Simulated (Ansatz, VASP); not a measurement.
**Mo2C3: VASP beside Ansatz**

```
Mo C
1.0
     5.51287    0.00000    0.00000
     0.00000    5.51287    0.00000
     0.00000    0.00000    5.51287
Mo C
2 3
Direct
  0.50000 0.50000 0.50000
  0.00000 0.00000 0.00000
  0.00000 0.50000 0.50000
  0.50000 0.00000 0.50000
  0.50000 0.50000 0.00000
```

Alike in both runs: task single point; functional PBE; k mesh 4 × 4 × 4; occupations gaussian, width 0.1 eV; no spin polarisation.

```csv
,VASP,Ansatz
version,VASP 6.6.1,Ansatz 0.2.0
potentials or method,"VASP PAW PBE potentials, release 64 (Mo_sv, C)","scalar-relativistic, plane waves, PAW"
plane-wave cutoff (eV),520,420
valence electrons in the cell,40,40
```

```csv
,VASP,Ansatz,Ansatz less VASP
gap on the k mesh at the Fermi level (eV),none,none,-
pressure (GPa),-20.6,-20.6,+0.01
```

A gap of «none» marks a metal or a gap that the smearing closes.

Caveats: so large a pressure means that the cell lies far from this level's equilibrium, or that cutoff or potentials fall short (VASP).
